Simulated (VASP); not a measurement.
Data:

```
CELL_PARAMETERS angstrom
      3.32108     0.00000     0.00000
      0.00000     3.32108     0.00000
      0.00000     0.00000     3.32108
ATOMIC_POSITIONS crystal
  In 0.50000 0.50000 0.50000
  Pd 0.00000 0.00000 0.00000
```

Method: vdW-DF-cx, VASP's PBE PAW potentials (set 64) (plane waves; VASP). Run with 520 eV cut-off, 11×11×11 Γ-centred mesh, first-order Methfessel-Paxton smearing of 0.10 eV, potentials In_d Pd.

Problem. Give the stress tensor in GPa (positive for a compressed cell).

Solution. 
```
-6.83   0.00   0.00
 0.00  -6.83   0.00
 0.00   0.00  -6.83
```
The pressure is its mean diagonal, -6.83 GPa.

The compound is PdIn in the CsCl type structure. This cell is one point of a volume scan, at 1.06 of the reference volume. The electron count is odd and the run is not spin-polarised, which forces a metal.
